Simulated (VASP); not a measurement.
## GaN: the band gap up a ladder of functionals

Aim: compute the gap of GaN from the cheapest level upwards and hold each value against experiment. The levels: LDA, PBE, r2SCAN, TB-mBJ, TPSS, HSE06, PBE-EpsX, HSE03, r2SCAN-EpsX, B3LYP and PBE + SOC. The start is a cell from a database of measured crystal structures.

Method: LDA; plane waves and PAW (Ga_d, N), in the first sound run; inputs show where later runs differ, in VASP 6.6.1.

**What experiment says.**

“Momentum selectivity and anisotropy effects in the nitrogen K-edge resonant inelastic X-ray scattering from GaN” (2004, arxiv:cond-mat/0412304) quotes from earlier work for GaN, wurtzite (quoted literature value, sample not specified): band gap (experimental optical band gap (direct, Gamma)) 3.4 eV [Rounded literature optical gap quoted in passing for comparison with the calculation …].

Report form: the programs' logs are mostly left out.

The database entry behind the starting cell differs from later determinations by our own check (thin film, about 0.3 % long), so it need not match the best structure at ambient conditions.

## (1) Set-up

The structure is hexagonal, space group P6_3mc (No. 186). The conventional cell has a = 3.197 Å, b = 3.197 Å, c = 5.207 Å, α = 90.00°, β = 90.00°, γ = 120.00°. Nearest to Ga lie 4 N at 1.95 to 1.97 Å. Nearest to N lie 4 Ga at 1.95 to 1.97 Å. Farther neighbours and most contacts between anions are not listed.

Coordinates:

```cif
data_structure
_symmetry_space_group_name_H-M 'P6_3mc'
_symmetry_Int_Tables_number 186
_cell_length_a 3.1972
_cell_length_b 3.1972
_cell_length_c 5.2070
_cell_angle_alpha 90.000
_cell_angle_beta 90.000
_cell_angle_gamma 120.000
_cell_volume 46.10
loop_
_atom_site_label
_atom_site_type_symbol
_atom_site_symmetry_multiplicity
_atom_site_Wyckoff_symbol
_atom_site_fract_x
_atom_site_fract_y
_atom_site_fract_z
_atom_site_occupancy
Ga1 Ga 2 b 0.66667 0.33333 0.59120 1
N1 N 2 b 0.66667 0.33333 0.96880 1
```

## (2) Bands with LDA, k 5×5×3

Levels along the symmetry lines show where the bands peak and cross; KPOINTS_OPT computes them in the converged potential. LDA, the lowest rung, knows the local density alone.

INCAR reads:

```
SYSTEM = GaN
PREC = Accurate
ENCUT = 520
EDIFF = 1E-06
NELM = 100
ISMEAR = 0
SIGMA = 0.02
LREAL = .FALSE.
ALGO = Normal
GGA = CA
NBANDS = 32
LORBIT = 11
LWAVE = .FALSE.
LCHARG = .FALSE.
KPAR = 8
```

POSCAR reads:

```
GaN
1.0
    3.1972000000      0.0000000000      0.0000000000
   -1.5986000000      2.7688564210      0.0000000000
    0.0000000000      0.0000000000      5.2070000000
Ga N
2 2
Direct
    0.6666666667      0.3333333333      0.5912000000
    0.3333333333      0.6666666667      0.0912000000
    0.6666666667      0.3333333333      0.9688000000
    0.3333333333      0.6666666667      0.4688000000
```

KPOINTS reads:

```
Automatic mesh
0
Gamma
5 5 3
0 0 0
```

KPOINTS_OPT reads:

```
Line mode
16
Line-mode
Reciprocal
  0.00000000   0.00000000   0.00000000 GAMMA
  0.50000000   0.00000000   0.00000000 M

  0.50000000   0.00000000   0.00000000 M
  0.33333333   0.33333333   0.00000000 K

  0.33333333   0.33333333   0.00000000 K
  0.00000000   0.00000000   0.00000000 GAMMA

  0.00000000   0.00000000   0.00000000 GAMMA
  0.00000000   0.00000000   0.50000000 A

  0.00000000   0.00000000   0.50000000 A
  0.50000000   0.00000000   0.50000000 L

  0.50000000   0.00000000   0.50000000 L
  0.33333333   0.33333333   0.50000000 H

  0.33333333   0.33333333   0.50000000 H
  0.00000000   0.00000000   0.50000000 A

  0.50000000   0.00000000   0.50000000 L
  0.50000000   0.00000000   0.00000000 M

  0.33333333   0.33333333   0.00000000 K
  0.33333333   0.33333333   0.50000000 H
```

PAW data sets: Ga_d and N (PBE family, release 64).

Command:

```sh
mpirun -np 8 vasp_std
```

The job ended after 9.8 s (8 MPI ranks of Intel Xeon 6975P-C (Granite Rapids), shared host; peak memory 1.4 GiB; 68 s of CPU time).

Spin-orbit coupling is off here; it would split degenerate levels. The PAW data sets were made with PBE, though LDA sets exist; this is a small mismatch. At this level the cell is under a tension of 7.2 GPa, so at these settings it is away from equilibrium.

Numbers from this step:

| Quantity | Value |
| --- | --- |
| SCF cycles | 15 |
| electrons | 36 |
| bands | 32 |
| irreducible k-points | 10 |
| symmetry operations | 12 |
| free energy (TOTEN) | -27.96 eV |
| Fermi energy | 5.080 eV |
| pressure | -7.175 GPa |
| metallic | no |
| least gap on mesh and path | 1.861 eV |
| least direct gap on mesh and path | 1.861 eV |
| valence top at k | 0, 0, 0 |
| conduction bottom at k | 0, 0, 0 |
| least direct gap at k | 0, 0, 0 |

Electronic bands along the path, in eV, zero at the valence-band top; v1 is the highest filled band, c1 the lowest empty one:

| point | v4 | v3 | v2 | v1 | c1 | c2 | c3 | c4 |
| --- | --- | --- | --- | --- | --- | --- | --- | --- |
| Γ | -1.03 | -0.03 | 0.00 | 0.00 | 1.86 | 4.09 | 8.98 | 9.66 |
| 0.53 of the way | -3.09 | -2.07 | -0.80 | -0.56 | 4.32 | 5.72 | 7.06 | 8.28 |
| M | -4.20 | -2.75 | -2.20 | -1.01 | 4.87 | 5.42 | 5.89 | 8.37 |
| 0.53 of the way | -4.30 | -3.54 | -2.38 | -1.99 | 5.43 | 6.53 | 6.60 | 8.21 |
| K | -5.30 | -2.97 | -2.97 | -2.74 | 5.02 | 7.59 | 7.59 | 8.23 |
| 0.47 of the way | -3.90 | -2.62 | -1.17 | -1.00 | 5.04 | 6.72 | 7.04 | 7.41 |
| Γ | -1.03 | -0.03 | 0.00 | 0.00 | 1.86 | 4.09 | 8.98 | 9.66 |
| 0.47 of the way | -0.91 | -0.91 | -0.14 | -0.14 | 2.94 | 4.19 | 8.63 | 9.39 |
| A | -0.53 | -0.53 | -0.53 | -0.53 | 4.13 | 4.13 | 8.24 | 8.24 |
| 0.47 of the way | -2.04 | -2.04 | -1.22 | -1.22 | 5.14 | 5.14 | 7.41 | 7.41 |
| L | -1.95 | -1.95 | -1.88 | -1.88 | 4.26 | 4.26 | 7.54 | 7.54 |
| 0.47 of the way | -3.11 | -3.11 | -1.59 | -1.59 | 5.12 | 5.12 | 7.86 | 7.86 |
| H | -4.21 | -4.21 | -1.47 | -1.47 | 6.24 | 6.24 | 7.16 | 7.16 |
| 0.53 of the way | -2.05 | -2.05 | -1.72 | -1.72 | 5.50 | 5.50 | 7.39 | 7.39 |
| A | -0.53 | -0.53 | -0.53 | -0.53 | 4.13 | 4.13 | 8.24 | 8.24 |
| jump to L | -1.95 | -1.95 | -1.88 | -1.88 | 4.26 | 4.26 | 7.54 | 7.54 |
| 0.53 of the way | -3.38 | -2.55 | -1.72 | -1.27 | 4.23 | 4.93 | 7.27 | 7.68 |
| M | -4.20 | -2.75 | -2.20 | -1.01 | 4.87 | 5.42 | 5.89 | 8.37 |
| jump to K | -5.30 | -2.97 | -2.97 | -2.74 | 5.02 | 7.59 | 7.59 | 8.23 |
| 0.53 of the way | -4.96 | -3.30 | -2.10 | -2.10 | 5.85 | 6.92 | 6.92 | 7.99 |
| H | -4.21 | -4.21 | -1.47 | -1.47 | 6.24 | 6.24 | 7.16 | 7.16 |

The largest weight of each band there:

| point | v4 | v3 | v2 | v1 | c1 | c2 | c3 | c4 |
| --- | --- | --- | --- | --- | --- | --- | --- | --- |
| Γ | N 0.72 | N 0.79 | N 0.78 | N 0.78 | N 0.59 | Ga 0.71 | N 0.81 | Ga 1.00 |
| M | N 0.55 | N 0.66 | N 0.64 | N 0.73 | Ga 0.88 | Ga 0.58 | Ga 0.52 | N 0.65 |
| K | N 0.56 | N 0.62 | N 0.62 | N 0.63 | Ga 0.88 | N 0.57 | N 0.57 | N 0.71 |
| Γ | N 0.72 | N 0.79 | N 0.78 | N 0.78 | N 0.59 | Ga 0.71 | N 0.81 | Ga 1.00 |
| A | N 0.75 | N 0.75 | N 0.75 | N 0.75 | N 0.54 | N 0.54 | Ga 0.62 | Ga 0.62 |
| L | N 0.68 | N 0.68 | N 0.69 | N 0.69 | Ga 0.73 | Ga 0.73 | Ga 0.75 | Ga 0.75 |

Force by atom:

| atom | x (eV/Å) | y (eV/Å) | z (eV/Å) | size |
| --- | --- | --- | --- | --- |
| Ga1 | 0.0000 | 0.0000 | 0.0537 | 0.0537 |
| Ga2 | 0.0000 | 0.0000 | 0.0537 | 0.0537 |
| N3 | 0.0000 | 0.0000 | -0.0537 | 0.0537 |
| N4 | 0.0000 | 0.0000 | -0.0537 | 0.0537 |

The gap is 1.86 eV, direct at Γ. The direct gap lies -1.54 eV from the measured 3.40 eV.

## (3) Bands with PBE, k 5×5×3

This step: PBE; plane waves and PAW (Ga_d, N) (VASP 6.6.1).

PBE, the usual starting point, adds the gradient of the density.

INCAR, as its differences from that of step 2:

```diff
@@ -9,3 +9,3 @@
 ALGO = Normal
-GGA = CA
+GGA = PE
 NBANDS = 32
```

POSCAR is that of step 2.

KPOINTS is that of step 2.

KPOINTS_OPT is that of step 2.

Command:

```sh
mpirun -np 8 vasp_std
```

It took 9.2 s on 8 MPI ranks; peak memory 1.4 GiB.

At this level the cell is under a pressure of 3.6 GPa, so at these settings it is away from equilibrium.

Numbers from this step:

```
SCF cycles                        : 14
free energy (TOTEN)               : -24.29 eV
Fermi energy                      : 5.310 eV
pressure                          : 3.614 GPa
least gap on mesh and path        : 1.852 eV
least direct gap on mesh and path : 1.852 eV
```

The electronic bands at the labelled points (eV, zero at the valence-band top; v1 is the highest filled band, c1 the lowest empty one):

| point | v4 | v3 | v2 | v1 | c1 | c2 | c3 | c4 |
| --- | --- | --- | --- | --- | --- | --- | --- | --- |
| Γ | -1.02 | -0.02 | 0.00 | 0.00 | 1.85 | 4.18 | 9.15 | 9.83 |
| 0.53 of the way | -3.09 | -2.04 | -0.78 | -0.55 | 4.37 | 5.85 | 7.21 | 8.43 |
| M | -4.14 | -2.71 | -2.16 | -0.99 | 5.03 | 5.50 | 6.03 | 8.51 |
| 0.53 of the way | -4.24 | -3.49 | -2.34 | -1.96 | 5.59 | 6.62 | 6.75 | 8.34 |
| K | -5.22 | -2.93 | -2.93 | -2.70 | 5.19 | 7.71 | 7.71 | 8.39 |
| 0.47 of the way | -3.89 | -2.58 | -1.15 | -0.98 | 5.10 | 6.86 | 7.18 | 7.57 |
| Γ | -1.02 | -0.02 | 0.00 | 0.00 | 1.85 | 4.18 | 9.15 | 9.83 |
| 0.47 of the way | -0.89 | -0.89 | -0.14 | -0.14 | 2.96 | 4.28 | 8.79 | 9.57 |
| A | -0.52 | -0.52 | -0.52 | -0.52 | 4.19 | 4.19 | 8.41 | 8.41 |
| 0.47 of the way | -2.00 | -2.00 | -1.20 | -1.20 | 5.23 | 5.23 | 7.56 | 7.56 |
| L | -1.92 | -1.92 | -1.86 | -1.86 | 4.37 | 4.37 | 7.69 | 7.69 |
| 0.47 of the way | -3.06 | -3.06 | -1.57 | -1.57 | 5.23 | 5.23 | 8.01 | 8.01 |
| H | -4.15 | -4.15 | -1.44 | -1.44 | 6.34 | 6.34 | 7.31 | 7.31 |
| 0.53 of the way | -2.02 | -2.02 | -1.69 | -1.69 | 5.60 | 5.60 | 7.54 | 7.54 |
| A | -0.52 | -0.52 | -0.52 | -0.52 | 4.19 | 4.19 | 8.41 | 8.41 |
| jump to L | -1.92 | -1.92 | -1.86 | -1.86 | 4.37 | 4.37 | 7.69 | 7.69 |
| 0.53 of the way | -3.34 | -2.52 | -1.69 | -1.25 | 4.34 | 5.07 | 7.40 | 7.82 |
| M | -4.14 | -2.71 | -2.16 | -0.99 | 5.03 | 5.50 | 6.03 | 8.51 |
| jump to K | -5.22 | -2.93 | -2.93 | -2.70 | 5.19 | 7.71 | 7.71 | 8.39 |
| 0.53 of the way | -4.89 | -3.25 | -2.07 | -2.07 | 6.01 | 7.03 | 7.03 | 8.14 |
| H | -4.15 | -4.15 | -1.44 | -1.44 | 6.34 | 6.34 | 7.31 | 7.31 |

The largest weight of each band there:

| point | v4 | v3 | v2 | v1 | c1 | c2 | c3 | c4 |
| --- | --- | --- | --- | --- | --- | --- | --- | --- |
| Γ | N 0.72 | N 0.79 | N 0.78 | N 0.78 | N 0.58 | Ga 0.72 | N 0.81 | Ga 1.00 |
| M | N 0.55 | N 0.66 | N 0.64 | N 0.73 | Ga 0.89 | Ga 0.59 | Ga 0.53 | N 0.64 |
| K | N 0.56 | N 0.62 | N 0.62 | N 0.63 | Ga 0.89 | N 0.56 | N 0.56 | N 0.70 |
| Γ | N 0.72 | N 0.79 | N 0.78 | N 0.78 | N 0.58 | Ga 0.72 | N 0.81 | Ga 1.00 |
| A | N 0.74 | N 0.74 | N 0.74 | N 0.74 | N 0.53 | N 0.53 | Ga 0.63 | Ga 0.63 |
| L | N 0.68 | N 0.68 | N 0.69 | N 0.69 | Ga 0.74 | Ga 0.74 | Ga 0.76 | Ga 0.76 |

Force by atom:

| atom | x (eV/Å) | y (eV/Å) | z (eV/Å) | size |
| --- | --- | --- | --- | --- |
| Ga1 | 0.0000 | 0.0000 | 0.0537 | 0.0537 |
| Ga2 | 0.0000 | 0.0000 | 0.0537 | 0.0537 |
| N3 | 0.0000 | 0.0000 | -0.0537 | 0.0537 |
| N4 | 0.0000 | 0.0000 | -0.0537 | 0.0537 |

The gap is 1.85 eV, direct at Γ. Against LDA that is -0.01 eV; the cost is about the same. The direct gap lies -1.55 eV from the measured 3.40 eV.

## (4) Bands with r2SCAN, k 5×5×3

This step: r2SCAN; plane waves and PAW (Ga_d, N) (VASP 6.6.1).

r2SCAN adds the kinetic-energy density, costs more than a GGA and is run with LASPH.

INCAR, as its differences from that of step 3:

```diff
@@ -9,3 +9,4 @@
 ALGO = Normal
-GGA = PE
+METAGGA = R2SCAN
+LASPH = .TRUE.
 NBANDS = 32
```

POSCAR is that of step 3.

KPOINTS is that of step 3.

KPOINTS_OPT is that of step 3.

Command:

```sh
mpirun -np 8 vasp_std
```

Elapsed: 27 s, on 8 MPI ranks; peak memory 1.4 GiB; 3.5 min of CPU time.

The PAW data sets were made with PBE, which is usual practice but a small mismatch for other functionals.

The electronic bands at the labelled points (eV, zero at the valence-band top; v1 is the highest filled band, c1 the lowest empty one):

| point | v4 | v3 | v2 | v1 | c1 | c2 | c3 | c4 |
| --- | --- | --- | --- | --- | --- | --- | --- | --- |
| Γ | -1.05 | -0.02 | 0.00 | 0.00 | 2.25 | 4.71 | 9.88 | 10.51 |
| 0.53 of the way | -3.14 | -2.10 | -0.79 | -0.56 | 4.85 | 6.42 | 7.77 | 9.09 |
| M | -4.22 | -2.79 | -2.19 | -1.02 | 5.53 | 6.04 | 6.51 | 9.24 |
| 0.53 of the way | -4.31 | -3.57 | -2.38 | -2.01 | 6.03 | 7.23 | 7.31 | 9.05 |
| K | -5.33 | -2.99 | -2.99 | -2.77 | 5.62 | 8.40 | 8.40 | 9.02 |
| 0.47 of the way | -3.98 | -2.63 | -1.18 | -1.00 | 5.61 | 7.41 | 7.78 | 8.17 |
| Γ | -1.05 | -0.02 | 0.00 | 0.00 | 2.25 | 4.71 | 9.88 | 10.51 |
| 0.47 of the way | -0.92 | -0.92 | -0.14 | -0.14 | 3.37 | 4.81 | 9.51 | 10.28 |
| A | -0.54 | -0.54 | -0.54 | -0.54 | 4.68 | 4.68 | 9.10 | 9.10 |
| 0.47 of the way | -2.04 | -2.04 | -1.24 | -1.24 | 5.74 | 5.74 | 8.19 | 8.19 |
| L | -1.98 | -1.98 | -1.91 | -1.91 | 4.85 | 4.85 | 8.32 | 8.32 |
| 0.47 of the way | -3.13 | -3.13 | -1.61 | -1.61 | 5.73 | 5.73 | 8.66 | 8.66 |
| H | -4.23 | -4.23 | -1.49 | -1.49 | 6.93 | 6.93 | 7.85 | 7.85 |
| 0.53 of the way | -2.07 | -2.07 | -1.71 | -1.71 | 6.12 | 6.12 | 8.17 | 8.17 |
| A | -0.54 | -0.54 | -0.54 | -0.54 | 4.68 | 4.68 | 9.10 | 9.10 |
| jump to L | -1.98 | -1.98 | -1.91 | -1.91 | 4.85 | 4.85 | 8.32 | 8.32 |
| 0.53 of the way | -3.41 | -2.59 | -1.72 | -1.29 | 4.81 | 5.57 | 8.00 | 8.47 |
| M | -4.22 | -2.79 | -2.19 | -1.02 | 5.53 | 6.04 | 6.51 | 9.24 |
| jump to K | -5.33 | -2.99 | -2.99 | -2.77 | 5.62 | 8.40 | 8.40 | 9.02 |
| 0.53 of the way | -4.99 | -3.32 | -2.12 | -2.12 | 6.47 | 7.64 | 7.64 | 8.75 |
| H | -4.23 | -4.23 | -1.49 | -1.49 | 6.93 | 6.93 | 7.85 | 7.85 |

The largest weight of each band there:

| point | v4 | v3 | v2 | v1 | c1 | c2 | c3 | c4 |
| --- | --- | --- | --- | --- | --- | --- | --- | --- |
| Γ | N 0.72 | N 0.78 | N 0.78 | N 0.78 | N 0.56 | Ga 0.72 | N 0.80 | Ga 1.00 |
| M | N 0.56 | N 0.66 | N 0.65 | N 0.73 | Ga 0.89 | Ga 0.61 | Ga 0.54 | N 0.63 |
| K | N 0.57 | N 0.62 | N 0.62 | N 0.64 | Ga 0.90 | N 0.54 | N 0.54 | N 0.69 |
| Γ | N 0.72 | N 0.78 | N 0.78 | N 0.78 | N 0.56 | Ga 0.72 | N 0.80 | Ga 1.00 |
| A | N 0.74 | N 0.74 | N 0.74 | N 0.74 | N 0.52 | N 0.52 | Ga 0.64 | Ga 0.64 |
| L | N 0.68 | N 0.68 | N 0.69 | N 0.69 | Ga 0.75 | Ga 0.75 | Ga 0.78 | Ga 0.78 |

The gap is 2.25 eV, direct at Γ. Against LDA that is +0.39 eV; this run took 2.8 times the core time. The direct gap lies -1.15 eV from the measured 3.40 eV.

## (5) Bands with TB-mBJ, k 5×5×3

This step: TB-mBJ; plane waves and PAW (Ga_d, N) (VASP 6.6.1).

TB-mBJ is a local potential fitted to gaps: it costs far less than a hybrid but gives no energy.

INCAR, as its differences from that of step 4:

```diff
@@ -4,3 +4,3 @@
 EDIFF = 1E-06
-NELM = 100
+NELM = 150
 ISMEAR = 0
@@ -9,3 +9,3 @@
 ALGO = Normal
-METAGGA = R2SCAN
+METAGGA = MBJ
 LASPH = .TRUE.
```

POSCAR is that of step 4.

KPOINTS is that of step 4.

KPOINTS_OPT is that of step 4.

Command:

```sh
mpirun -np 8 vasp_std
```

The job ended after 28 s (8 MPI ranks; peak memory 1.7 GiB).

This functional is a potential without an energy, so its energies, forces and stress mean nothing and are not read.

Electronic bands along the path, in eV, zero at the valence-band top; v1 is the highest filled band, c1 the lowest empty one:

| point | v4 | v3 | v2 | v1 | c1 | c2 | c3 | c4 |
| --- | --- | --- | --- | --- | --- | --- | --- | --- |
| Γ | -0.94 | -0.01 | 0.00 | 0.00 | 3.04 | 5.62 | 10.59 | 11.29 |
| 0.53 of the way | -2.79 | -1.89 | -0.70 | -0.51 | 5.51 | 7.31 | 8.55 | 9.81 |
| M | -3.79 | -2.52 | -1.91 | -0.93 | 6.48 | 6.77 | 7.30 | 9.99 |
| 0.53 of the way | -3.84 | -3.20 | -2.10 | -1.80 | 6.90 | 7.91 | 8.11 | 9.79 |
| K | -4.76 | -2.67 | -2.67 | -2.47 | 6.55 | 9.11 | 9.11 | 9.72 |
| 0.47 of the way | -3.58 | -2.32 | -1.05 | -0.89 | 6.25 | 8.20 | 8.58 | 8.95 |
| Γ | -0.94 | -0.01 | 0.00 | 0.00 | 3.04 | 5.62 | 10.59 | 11.29 |
| 0.47 of the way | -0.83 | -0.83 | -0.12 | -0.12 | 4.02 | 5.68 | 10.19 | 11.01 |
| A | -0.48 | -0.48 | -0.48 | -0.48 | 5.41 | 5.41 | 9.81 | 9.81 |
| 0.47 of the way | -1.80 | -1.80 | -1.11 | -1.11 | 6.46 | 6.46 | 8.99 | 8.99 |
| L | -1.78 | -1.78 | -1.72 | -1.72 | 5.73 | 5.73 | 9.11 | 9.11 |
| 0.47 of the way | -2.78 | -2.78 | -1.46 | -1.46 | 6.53 | 6.53 | 9.44 | 9.44 |
| H | -3.76 | -3.76 | -1.35 | -1.35 | 7.70 | 7.70 | 8.59 | 8.59 |
| 0.53 of the way | -1.84 | -1.84 | -1.50 | -1.50 | 6.81 | 6.81 | 8.98 | 8.98 |
| A | -0.48 | -0.48 | -0.48 | -0.48 | 5.41 | 5.41 | 9.81 | 9.81 |
| jump to L | -1.78 | -1.78 | -1.72 | -1.72 | 5.73 | 5.73 | 9.11 | 9.11 |
| 0.53 of the way | -3.05 | -2.34 | -1.53 | -1.16 | 5.66 | 6.49 | 8.74 | 9.18 |
| M | -3.79 | -2.52 | -1.91 | -0.93 | 6.48 | 6.77 | 7.30 | 9.99 |
| jump to K | -4.76 | -2.67 | -2.67 | -2.47 | 6.55 | 9.11 | 9.11 | 9.72 |
| 0.53 of the way | -4.45 | -2.95 | -1.90 | -1.90 | 7.31 | 8.36 | 8.36 | 9.45 |
| H | -3.76 | -3.76 | -1.35 | -1.35 | 7.70 | 7.70 | 8.59 | 8.59 |

The largest weight of each band there:

| point | v4 | v3 | v2 | v1 | c1 | c2 | c3 | c4 |
| --- | --- | --- | --- | --- | --- | --- | --- | --- |
| Γ | N 0.74 | N 0.78 | N 0.78 | N 0.78 | N 0.55 | Ga 0.73 | N 0.79 | Ga 1.00 |
| M | N 0.61 | N 0.70 | N 0.69 | N 0.75 | Ga 0.89 | Ga 0.61 | Ga 0.59 | N 0.59 |
| K | N 0.63 | N 0.67 | N 0.67 | N 0.68 | Ga 0.91 | N 0.51 | N 0.51 | N 0.66 |
| Γ | N 0.74 | N 0.78 | N 0.78 | N 0.78 | N 0.55 | Ga 0.73 | N 0.79 | Ga 1.00 |
| A | N 0.75 | N 0.75 | N 0.75 | N 0.75 | N 0.54 | N 0.54 | Ga 0.66 | Ga 0.66 |
| L | N 0.72 | N 0.72 | N 0.72 | N 0.72 | Ga 0.74 | Ga 0.74 | Ga 0.81 | Ga 0.81 |

The gap is 3.04 eV, direct at Γ. Against LDA that is +1.18 eV; this run took 2.9 times the core time. The direct gap lies -0.36 eV from the measured 3.40 eV.

## (6) Bands with TPSS, k 5×5×3

This step: TPSS; plane waves and PAW (Ga_d, N) (VASP 6.6.1).

TPSS is an older meta-GGA.

INCAR, as its differences from that of step 5:

```diff
@@ -4,3 +4,3 @@
 EDIFF = 1E-06
-NELM = 150
+NELM = 100
 ISMEAR = 0
@@ -9,3 +9,3 @@
 ALGO = Normal
-METAGGA = MBJ
+METAGGA = TPSS
 LASPH = .TRUE.
```

POSCAR is that of step 5.

KPOINTS is that of step 5.

KPOINTS_OPT is that of step 5.

Command:

```sh
mpirun -np 8 vasp_std
```

It took 29 s on 8 MPI ranks; peak memory 1.4 GiB; 3.7 min of CPU time.

The electronic bands at the labelled points (eV, zero at the valence-band top; v1 is the highest filled band, c1 the lowest empty one):

| point | v4 | v3 | v2 | v1 | c1 | c2 | c3 | c4 |
| --- | --- | --- | --- | --- | --- | --- | --- | --- |
| Γ | -1.02 | -0.02 | 0.00 | 0.00 | 1.79 | 4.27 | 9.21 | 10.09 |
| 0.53 of the way | -3.14 | -2.06 | -0.79 | -0.55 | 4.40 | 5.98 | 7.27 | 8.54 |
| M | -4.19 | -2.74 | -2.20 | -1.00 | 5.05 | 5.59 | 6.04 | 8.70 |
| 0.53 of the way | -4.28 | -3.54 | -2.38 | -1.98 | 5.54 | 6.78 | 6.81 | 8.51 |
| K | -5.32 | -2.97 | -2.97 | -2.74 | 5.12 | 7.92 | 7.92 | 8.39 |
| 0.47 of the way | -3.97 | -2.60 | -1.17 | -0.99 | 5.15 | 6.91 | 7.31 | 7.66 |
| Γ | -1.02 | -0.02 | 0.00 | 0.00 | 1.79 | 4.27 | 9.21 | 10.09 |
| 0.47 of the way | -0.90 | -0.90 | -0.14 | -0.14 | 2.95 | 4.37 | 8.86 | 9.78 |
| A | -0.52 | -0.52 | -0.52 | -0.52 | 4.24 | 4.24 | 8.53 | 8.53 |
| 0.47 of the way | -2.03 | -2.03 | -1.21 | -1.21 | 5.26 | 5.26 | 7.71 | 7.71 |
| L | -1.94 | -1.94 | -1.88 | -1.88 | 4.38 | 4.38 | 7.87 | 7.87 |
| 0.47 of the way | -3.10 | -3.10 | -1.58 | -1.58 | 5.25 | 5.25 | 8.19 | 8.19 |
| H | -4.22 | -4.22 | -1.45 | -1.45 | 6.47 | 6.47 | 7.29 | 7.29 |
| 0.53 of the way | -2.04 | -2.04 | -1.70 | -1.70 | 5.63 | 5.63 | 7.69 | 7.69 |
| A | -0.52 | -0.52 | -0.52 | -0.52 | 4.24 | 4.24 | 8.53 | 8.53 |
| jump to L | -1.94 | -1.94 | -1.88 | -1.88 | 4.38 | 4.38 | 7.87 | 7.87 |
| 0.53 of the way | -3.38 | -2.54 | -1.71 | -1.26 | 4.35 | 5.09 | 7.53 | 7.98 |
| M | -4.19 | -2.74 | -2.20 | -1.00 | 5.05 | 5.59 | 6.04 | 8.70 |
| jump to K | -5.32 | -2.97 | -2.97 | -2.74 | 5.12 | 7.92 | 7.92 | 8.39 |
| 0.53 of the way | -4.98 | -3.30 | -2.09 | -2.09 | 5.96 | 7.18 | 7.18 | 8.13 |
| H | -4.22 | -4.22 | -1.45 | -1.45 | 6.47 | 6.47 | 7.29 | 7.29 |

The largest weight of each band there:

| point | v4 | v3 | v2 | v1 | c1 | c2 | c3 | c4 |
| --- | --- | --- | --- | --- | --- | --- | --- | --- |
| Γ | N 0.72 | N 0.79 | N 0.78 | N 0.78 | N 0.57 | Ga 0.73 | N 0.82 | Ga 1.00 |
| M | N 0.56 | N 0.66 | N 0.65 | N 0.73 | Ga 0.89 | Ga 0.60 | Ga 0.52 | N 0.64 |
| K | N 0.56 | N 0.62 | N 0.62 | N 0.64 | Ga 0.89 | N 0.56 | N 0.56 | N 0.70 |
| Γ | N 0.72 | N 0.79 | N 0.78 | N 0.78 | N 0.57 | Ga 0.73 | N 0.82 | Ga 1.00 |
| A | N 0.75 | N 0.75 | N 0.75 | N 0.75 | N 0.53 | N 0.53 | Ga 0.63 | Ga 0.63 |
| L | N 0.69 | N 0.69 | N 0.69 | N 0.69 | Ga 0.74 | Ga 0.74 | Ga 0.77 | Ga 0.77 |

The gap is 1.79 eV, direct at Γ. Against LDA that is -0.07 eV; this run took 3.0 times the core time. The direct gap lies -1.61 eV from the measured 3.40 eV.

(Continued in part 2 of 3.)

[Lines on the potential files, build, host, timing and source positions are cut from VASP's logs without a mark.]

[Logs are printed without paths, hosts, clocks, repeated set-up lines and the standing remarks that a program may print on its own settings, such as how far it seeks lower states.]

[Hosts, paths, dates, database ids (printed as entryN), source tags and the programs' standing remarks are cut or masked in the printed files.]

[Measured values are set beside computed ones only where the two were judged alike; some that the calculation misses by far are left out.]

[In band tables of VASP the shares of atoms and orbitals are scaled to a sum of 1 inside the atoms' spheres.]
